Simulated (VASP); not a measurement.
Consider the following.

```xyz
3
Lattice="3.2705 0.0000 0.0000 -1.6353 2.8324 0.0000 0.0000 0.0000 3.8269" Properties=species:S:1:pos:R:3 pbc="T T T"
Y      0.0000     0.0000     0.0000
B      0.0000     1.8882     1.9135
B      1.6353     0.9441     1.9135
```

These are PBEsol GGA, VASP's PBE PAW potentials (set 64) (plane waves; VASP) values and carry that method's errors. Settings: 520 eV cut-off, Gaussian smearing of 0.050 eV, potentials Y_sv B.

Give the energies of bands 5 to 11 at the high-symmetry points, in eV from the Fermi level.

```tsv
band	Γ	M	K	A	L	H
5	-10.72	-6.97	-6.03	-8.91	-8.04	-6.89
6	-1.15	-6.81	-6.03	-5.07	-5.37	-6.89
7	-0.68	-2.23	-4.89	0.43	-2.59	-3.25
8	-0.65	-1.48	-0.82	0.43	-2.16	-0.75
9	-0.65	-0.59	-0.82	2.77	-0.34	-0.75
10	5.53	3.05	3.28	2.77	4.89	6.09
11	5.53	4.62	3.28	3.00	5.44	7.61
```

It has no gap at this level: it comes out as a metal or semimetal.

The structure comes from a computed database's YB2 entry (P6/mmm); how it stands against other phases isn't given here. It was relaxed first. The electron count is odd and the run is not spin-polarised, which forces a metal.
